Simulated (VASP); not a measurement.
# Lu3SiN3 (P4/mmm) in VASP: settings compared

The runs below take Lu3SiN3 through single point, with PBE, PBE+D4.

Program: VASP 6.6.1. These are calculated values, not measurements. Logs are shortened: lines on timing, memory, paths and dates and some standing lists are left out, and cuts for length are marked.

## (1) The crystal as given

The structure is tetragonal, space group P4/mmm (No. 123). The conventional cell has a = 3.606 Å, b = 3.606 Å, c = 8.345 Å, α = 90.00°, β = 90.00°, γ = 90.00°. N (site symmetry 4mm) is surrounded by 1 Si at 1.37 Å. N (site symmetry 4/mmm) has 6 Lu at 2.32 to 2.55 Å as nearest neighbours. Lu (site symmetry 4mm) has 5 N at 2.32 to 2.59 Å as nearest neighbours. Lu (site symmetry 4/mmm) is surrounded by 6 N at 2.55 to 2.80 Å. Si (site symmetry 4/mmm) is surrounded by 2 N at 1.37 Å.

The cell was built by a generator and needn't be a form met in nature.

## (2) Single point, PBE

INCAR reads:

```
SYSTEM = Lu3SiN3
  PREC = Accurate
  ENCUT = 520
  EDIFF = 1E-6
  ISMEAR = 1
  SIGMA = 0.2114
  LREAL = .False.
  LASPH = .True.
  NELM = 80
  ALGO = Normal
  ISIF = 2
  LWAVE = .False.
  LCHARG = .True.
  GGA = PE
  LELF = .True.
  LVHAR = .True.
  NBANDS = 56
```

KPOINTS reads:

```
Automatic mesh
0
Gamma
  5 5 2
  0.5 0.5 0.5
```

POSCAR reads:

```
Lu3SiN3
1.0
    3.6061750000      0.0000000000      0.0000000000
    0.0000000000      3.6061750000      0.0000000000
    0.0000000000      0.0000000000      8.3449820000
N Lu Si
3 3 1
Direct
    0.0000000000      0.0000000000      0.3354000000
    0.0000000000      0.0000000000      0.6646000000
    0.5000000000      0.5000000000      0.0000000000
    0.5000000000      0.5000000000      0.2778000000
    0.5000000000      0.5000000000      0.7222000000
    0.0000000000      0.0000000000      0.0000000000
    0.0000000000      0.0000000000      0.5000000000
```

Potentials or basis: VASP PAW PBE potentials, release 64 (N, Lu, Si).

On the command line:

```sh
$ cat potpaw_PBE.64/N/POTCAR potpaw_PBE.64/Lu/POTCAR potpaw_PBE.64/Si/POTCAR > POTCAR
$ mpirun -np 1 vasp_std > vasp.out
```

OUTCAR:

```text
SYSTEM = Lu3SiN3
   PREC = Accurate
   ENCUT = 520
   EDIFF = 1E-6
   ISMEAR = 1
   LREAL = .False.
   LASPH = .True.
   NELM = 80
   ISIF = 2
   GGA = PE

 ion  position               nearest neighbor table
   1  0.000  0.000  0.335-   7 1.37   4 2.59   4 2.59   4 2.59   4 2.59
   2  0.000  0.000  0.665-   7 1.37   5 2.59   5 2.59   5 2.59   5 2.59
   3  0.500  0.500  0.000-   4 2.32   5 2.32   6 2.55   6 2.55   6 2.55   6 2.55
   4  0.500  0.500  0.278-   3 2.32   1 2.59   1 2.59   1 2.59   1 2.59   7 3.15   7 3.15   7 3.15
                             7 3.15   6 3.45   6 3.45   6 3.45   6 3.45   5 3.71
   5  0.500  0.500  0.722-   3 2.32   2 2.59   2 2.59   2 2.59   2 2.59   7 3.15   7 3.15   7 3.15
                             7 3.15   6 3.45   6 3.45   6 3.45   6 3.45   4 3.71
   6  0.000  0.000  0.000-   3 2.55   3 2.55   3 2.55   3 2.55   4 3.45   5 3.45   5 3.45   4 3.45
                             5 3.45   4 3.45   4 3.45   5 3.45
   7  0.000  0.000  0.500-   1 1.37   2 1.37   4 3.15   5 3.15   4 3.15   5 3.15   4 3.15   5 3.15
                             4 3.15   5 3.15

  LATTYP: Found a simple tetragonal cell.
 ALAT       =     3.6061750000
 C/A-ratio  =     2.3140812634

  Lattice vectors:

 A1 = (   3.6061750000,   0.0000000000,   0.0000000000)
 A2 = (   0.0000000000,   3.6061750000,   0.0000000000)
 A3 = (   0.0000000000,   0.0000000000,   8.3449820000)

Analysis of symmetry for initial positions (statically):
=====================================================================
 Subroutine PRICEL returns:
 Original cell was already a primitive cell.

 Routine SETGRP: Setting up the symmetry group for a
 simple tetragonal supercell.

 Subroutine GETGRP returns: Found 16 space group operations
 (whereof 16 operations were pure point group operations)
 out of a pool of 16 trial point group operations.

The static configuration has the point symmetry D_4h.

Analysis of symmetry for dynamics (positions and initial velocities):
=====================================================================
 Subroutine PRICEL returns:
 Original cell was already a primitive cell.

 Routine SETGRP: Setting up the symmetry group for a
 simple tetragonal supercell.

 Subroutine GETGRP returns: Found 16 space group operations
 (whereof 16 operations were pure point group operations)
 out of a pool of 16 trial point group operations.

The dynamic configuration has the point symmetry D_4h.

 Subroutine INISYM returns: Found 16 space group operations
 (whereof 16 operations are pure point group operations),
 and found     1 'primitive' translations

----------------------------------------------------------------------------------------

                                     Primitive cell

  volume of cell :     108.5223

  direct lattice vectors                    reciprocal lattice vectors
     3.606175000  0.000000000  0.000000000     0.277302128  0.000000000  0.000000000
     0.000000000  3.606175000  0.000000000     0.000000000  0.277302128  0.000000000
     0.000000000  0.000000000  8.344982000     0.000000000  0.000000000  0.119832493

  length of vectors
     3.606175000  3.606175000  8.344982000     0.277302128  0.277302128  0.119832493

  position of ions in fractional coordinates (direct lattice)
     0.000000000  0.000000000  0.335400000
     0.000000000  0.000000000  0.664600000
     0.500000000  0.500000000  0.000000000
     0.500000000  0.500000000  0.277800000
     0.500000000  0.500000000  0.722200000
     0.000000000  0.000000000  0.000000000
     0.000000000  0.000000000  0.500000000

  ion indices of the primitive-cell ions
   primitive index   ion index
                 1           1
                 2           2
                 3           3
                 4           4
                 5           5
                 6           6
                 7           7

----------------------------------------------------------------------------------------

 KPOINTS: Automatic mesh

Automatic generation of k-mesh.
 Grid dimensions read from file:
 generate k-points for:    5    5    2

 Generating k-lattice:

  Cartesian coordinates                     Fractional coordinates (reciprocal lattice)
     0.055460426  0.000000000  0.000000000     0.200000000  0.000000000  0.000000000
     0.000000000  0.055460426  0.000000000     0.000000000  0.200000000  0.000000000
     0.000000000  0.000000000  0.059916247     0.000000000  0.000000000  0.500000000

  Length of vectors
     0.055460426  0.055460426  0.059916247

  Shift w.r.t. Gamma in fractional coordinates (k-lattice)
     0.500000000  0.500000000  0.500000000

 Subroutine IBZKPT returns following result:
 ===========================================

 Found      6 irreducible k-points:

 Following reciprocal coordinates:
            Coordinates               Weight
  0.100000  0.100000  0.250000      8.000000
  0.300000  0.100000  0.250000     16.000000
  0.500000  0.100000  0.250000      8.000000
  0.300000  0.300000  0.250000      8.000000
  0.500000  0.300000  0.250000      8.000000
  0.500000  0.500000  0.250000      2.000000
   k-points           NKPTS =      6   k-points in BZ     NKDIM =      6   number of bands    NBANDS=     56
   number of dos      NEDOS =    301   number of ions     NIONS =      7
   total plane-waves  NPLWV =  50176
   dimension x,y,z NGX =    28 NGY =   28 NGZ =   64
   dimension x,y,z NGXF=    56 NGYF=   56 NGZF=  128
   ions per type =               3   3   1
   NGX,Y,Z   is equivalent  to a cutoff of  12.91, 12.91, 12.75 a.u.
   NGXF,Y,Z  is equivalent  to a cutoff of  25.82, 25.82, 25.50 a.u.
 SYSTEM =  Lu3SiN3
   PREC   = accura    normal or accurate (medium, high low for compatibility)
   ISTART =      0    job   : 0-new  1-cont  2-samecut
   ICHARG =      2    charge: 1-file 2-atom 10-const
   ISPIN  =      1    spin polarized calculation?
   LNONCOLLINEAR =      F non collinear calculations
   LSORBIT =      F    spin-orbit coupling
   LASPH  =      T    aspherical Exc in radial PAW
   ENCUT  =  520.0 eV  38.22 Ry    6.18 a.u.   6.71  6.71 15.52*2*pi/ulx,y,z
   NELM   =     80;   NELMIN=  2; NELMDL= -5     # of ELM steps
   EDIFF  = 0.1E-05   stopping-criterion for ELM
   LREAL  =      F    real-space projection
   EDIFFG = 0.1E-04   stopping-criterion for IOM
   NSW    =      0    number of steps for IOM
   IBRION =     -1    ionic relax: 0-MD 1-quasi-New 2-CG
   NFREE  =      0    steps in history (QN), initial steepest desc. (CG)
   ISIF   =      2    stress and relaxation
   ISYM   =      2    0-nonsym 1-usesym 2-fastsym
   POTIM  = 0.5000    time-step for ionic-motion
   TEBEG  =    0.0;   TEEND  =   0.0 temperature during run
   PSTRESS=    0.0 pullay stress
   NELECT =      94.0000    total number of electrons
   NUPDOWN=      -1.0000    fix difference up-down
   EMIN   =  10.00;   EMAX   =-10.00  energy-range for DOS
   EFERMI =   0.00;   METHOD = LEGACY
   ISMEAR =     1;   SIGMA  =   0.21  broadening in eV -4-tet -1-fermi 0-gaus
   EFERMI_NEDOS =   21; number of points for ismear=-14 and -15
   IALGO  =     38    algorithm
   IMIX   =      4    mixing-type and parameters
     AMIX     =   0.40;   BMIX     =  1.00
     AMIX_MAG =   1.60;   BMIX_MAG =  1.00
  volume/ion in A,a.u.               =      15.50       104.62
  Fermi-wavevector in a.u.,A,eV,Ry     =   1.560550  2.949013 33.134504  2.435317
  Thomas-Fermi vector in A             =   2.663746
   LORBIT       =      0    0 simple, 1 ext, 2 COOP (PROOUT), +10 PAW based schemes
   GGA     = PE    functional components
   LHFCALC =     F    Hartree Fock is set to
   AEXX    =    0.0000 exact exchange contribution
   IVDW    =     0    specifies the selected vdW correction
   LEPSILON=     F    determine dielectric tensor
   LRPA    =     F    only Hartree local field effects (RPA)
 non-spin polarized calculation
 Methfessel and Paxton  Order N= 1 SIGMA  =   0.21
  energy-cutoff  :      520.00
  volume of cell :      108.52
 maximum number of plane-waves:      2935
 NGX is ok and might be reduce to    28
   NGX = 13   NGY = 13   NGZ = 31

 number of electron      94.0000013 magnetization

 Free energy of the ion-electron system (eV)
  ---------------------------------------------------
  ext. energy  EPLUGINS =         0.00000000
  ---------------------------------------------------
  free energy    TOTEN  =       -45.48273753 eV

  energy without entropy =      -45.46278646  energy(sigma->0) =      -45.47608717

 E-fermi :   5.0743     XC(G=0): -11.4919

 val. band max:        5.0033925981   @ k =   0.3000   0.1000   0.2500
 cond. band min:       5.0822712545   @ k =   0.1000   0.1000   0.2500
 fundamental gap:      0.0788786564
 Fermi energy:         5.0742830417

 k-point     1 :       0.1000    0.1000    0.2500
  band No.  band energies     occupation
      1     -51.5273      2.00000
      2     -51.4958      2.00000
      3     -51.4899      2.00000
      4     -22.4088      2.00000
      5     -22.2547      2.00000
      6     -22.2341      2.00000
[... 48 lines left out ...]
     55       8.4367     -0.00000
     56       8.6676     -0.00000

 k-point     2 :       0.3000    0.1000    0.2500
  band No.  band energies     occupation
      1     -51.5209      2.00000
      2     -51.4927      2.00000
      3     -51.4898      2.00000
      4     -22.4430      2.00000
      5     -22.3679      2.00000
      6     -22.2958      2.00000
[... 48 lines left out ...]
     55       8.4680     -0.00000
     56       8.9250     -0.00000

 k-point     3 :       0.5000    0.1000    0.2500
  band No.  band energies     occupation
      1     -51.5165      2.00000
      2     -51.4914      2.00000
      3     -51.4896      2.00000
      4     -22.4972      2.00000
      5     -22.4203      2.00000
      6     -22.3879      2.00000
[... 48 lines left out ...]
     55       9.1850     -0.00000
     56       9.6774      0.00000

 k-point     4 :       0.3000    0.3000    0.2500
  band No.  band energies     occupation
      1     -51.5163      2.00000
      2     -51.4898      2.00000
      3     -51.4878      2.00000
      4     -22.4059      2.00000
      5     -22.3476      2.00000
      6     -22.3406      2.00000
[... 48 lines left out ...]
     55       9.1032     -0.00000
     56       9.3008     -0.00000

 k-point     5 :       0.5000    0.3000    0.2500
  band No.  band energies     occupation
      1     -51.5133      2.00000
      2     -51.4882      2.00000
      3     -51.4864      2.00000
      4     -22.4206      2.00000
      5     -22.3957      2.00000
      6     -22.3908      2.00000
[... 48 lines left out ...]
     55       9.7741      0.00000
     56      10.0392      0.00000

 k-point     6 :       0.5000    0.5000    0.2500
  band No.  band energies     occupation
      1     -51.5114      2.00000
      2     -51.4863      2.00000
      3     -51.4845      2.00000
      4     -22.4171      2.00000
      5     -22.4171      2.00000
      6     -22.3331      2.00000
[... 48 lines left out ...]
     55       9.4827      0.00000
     56      10.0640      0.00000

------------------------ aborting loop because EDIFF is reached ----------------------------------------

  FORCE on cell =-STRESS in cart. coord.  units (eV):
  Direction    XX          YY          ZZ          XY          YZ          ZX
  --------------------------------------------------------------------------------------
  -------------------------------------------------------------------------------------
  Total       -9.1956401     -9.1956401     48.9859268      0.0000000      0.0000000      0.0000000
  in kB     -135.7605366   -135.7605366    723.2074826      0.0000000      0.0000000      0.0000000
  external PRESSURE =     150.5621365 kB  Pullay stress =       0.0000000 kB

 VOLUME and BASIS-vectors are now :
 -----------------------------------------------------------------------------
  energy-cutoff  :      520.00
  volume of cell :      108.52
      direct lattice vectors                 reciprocal lattice vectors
     3.606175000  0.000000000  0.000000000     0.277302128  0.000000000  0.000000000
     0.000000000  3.606175000  0.000000000     0.000000000  0.277302128  0.000000000
     0.000000000  0.000000000  8.344982000     0.000000000  0.000000000  0.119832493

 POSITION                                       TOTAL-FORCE (eV/Angst)
 -----------------------------------------------------------------------------------
      0.00000      0.00000      2.79891        -0.000000      0.000000    -23.031614
      0.00000      0.00000      5.54608        -0.000000      0.000000     23.031614
      1.80309      1.80309      0.00000        -0.000000      0.000000      0.000000
      1.80309      1.80309      2.31824        -0.000000     -0.000000      0.390092
      1.80309      1.80309      6.02675         0.000000     -0.000000     -0.390092
      0.00000      0.00000      0.00000        -0.000000      0.000000      0.000000
      0.00000      0.00000      4.17249        -0.000000      0.000000      0.000000
 -----------------------------------------------------------------------------------
    total drift:                                0.000000      0.000000      0.000000

  FREE ENERGIE OF THE ION-ELECTRON SYSTEM (eV)
  ---------------------------------------------------
  free  energy   TOTEN  =       -45.4827375341 eV

  energy  without entropy=      -45.4627864561  energy(sigma->0) =      -45.47608717
```

It took 59 s on 1 thread of Intel Xeon Platinum 8488C (Sapphire Rapids), shared host; peak memory 0.23 GiB.

Results:

```yaml
Free_energy: -45.4827 eV
Pressure: 15.1 GPa
Largest_force: 23.032 eV/Å
Band_gap_on_the_k_mesh: 0.08 eV, indirect (least direct gap 0.57 eV)
```

Forces in eV/Å, atoms in the order of the input:
```
N     0.000   0.000 -23.032
N     0.000   0.000  23.032
N     0.000   0.000   0.000
Lu    0.000   0.000   0.390
Lu    0.000   0.000  -0.390
Lu    0.000   0.000   0.000
Si    0.000   0.000   0.000
```

Levels at points of the mesh, in eV from the valence-band top:
```csv
k point,band 44,band 45,band 46,band 47,band 48,band 49,band 50,band 51
"(0.10, 0.10, 0.25)",-3.07,-2.77,-1.96,-0.50,0.08,1.14,1.30,1.51
```

Caveat: so large a pressure means that the cell lies far from this level's equilibrium, or that cutoff or potentials fall short; spin-orbit coupling is left out, which moves the levels of the heavy elements; forces of over 1 eV/Å show positions far from the minimum, so gaps and moduli don't describe the material at rest.

## (3) Single point, PBE+D4, non-collinear spin, zero start, spin-orbit coupling

INCAR reads:

```
SYSTEM = Lu3SiN3
PREC     = Accurate       ! precision mode
ENCUT    = 520            ! plane-wave cutoff, eV
EDIFF    = 1E-7           ! SCF threshold, eV
ISMEAR   = 1              ! smearing method
SIGMA    = 0.2114         ! smearing width, eV
LREAL    = .False.        ! projectors in reciprocal space
LASPH    = .True.         ! aspherical terms in the spheres
NELM     = 150            ! most SCF steps
ALGO     = Normal         ! electronic algorithm
ISIF     = 2              ! what is computed and relaxed
LWAVE    = .False.        ! write WAVECAR
LCHARG   = .True.         ! write CHGCAR
MAGMOM   = 0 0 0 0 0 0 0 0 0 0 0 0 0 0 0 0 0 0 0 0 0 ! initial moments
LORBIT   = 11             ! projections on sites
LSORBIT  = .True.         ! spin-orbit coupling
GGA_COMPAT= .False.      
LORBMOM  = .True.       
GGA      = PE             ! functional
IVDW     = 13             ! dispersion correction
LVHAR    = .True.       
NBANDS   = 111            ! bands
```

KPOINTS reads:

```
Automatic mesh
0
Gamma
  5 5 2
  0 0 0
```

POSCAR is that of step 2.

Potentials or basis: VASP PAW PBE potentials, release 64 (N, Lu, Si).

On the command line:

```sh
$ cat potpaw_PBE.64/N/POTCAR potpaw_PBE.64/Lu/POTCAR potpaw_PBE.64/Si/POTCAR > POTCAR
$ mpirun -np 1 vasp_ncl > vasp.out
```

Run time: 11 min. Hardware: 1 thread of Intel Xeon Platinum 8488C (Sapphire Rapids), shared host; peak memory 0.52 GiB.

Results (log left out):

```
Free energy                                           : -49.2753 eV
Pressure                                              : 12.6 GPa
Largest force                                         : 22.786 eV/Å
Net moment                                            : 0.00 μB per cell
Valence electrons inside the program's atomic spheres : N 3.96, 3.59; Lu 23.19, 23.13; Si 2.26
Dispersion energy per atom                            : -0.254 eV
```

Forces on the atoms (eV/Å):
```
N     0.000   0.000 -22.786
N     0.000   0.000  22.786
N     0.000   0.000   0.000
Lu    0.000   0.000   0.263
Lu    0.000   0.000  -0.263
Lu    0.000   0.000   0.000
Si    0.000   0.000   0.000
```

Stress tensor (GPa, compression positive):
```
-16.23   0.00   0.00
  0.00 -16.23   0.00
  0.00   0.00  70.33
```

Moments on the atoms (μB; x, y, z):
```
N   0.00 0.00 0.00
N   0.00 0.00 0.00
N   0.00 0.00 0.00
Lu  0.00 0.00 0.00
Lu  0.00 0.00 0.00
Lu  0.00 0.00 0.00
Si  0.00 0.00 0.00
```

Caveat: the k mesh is coarse (spacing up to 0.38 Å⁻¹), so the values aren't converged; forces of over 1 eV/Å show positions far from the minimum, so gaps and moduli don't describe the material at rest.
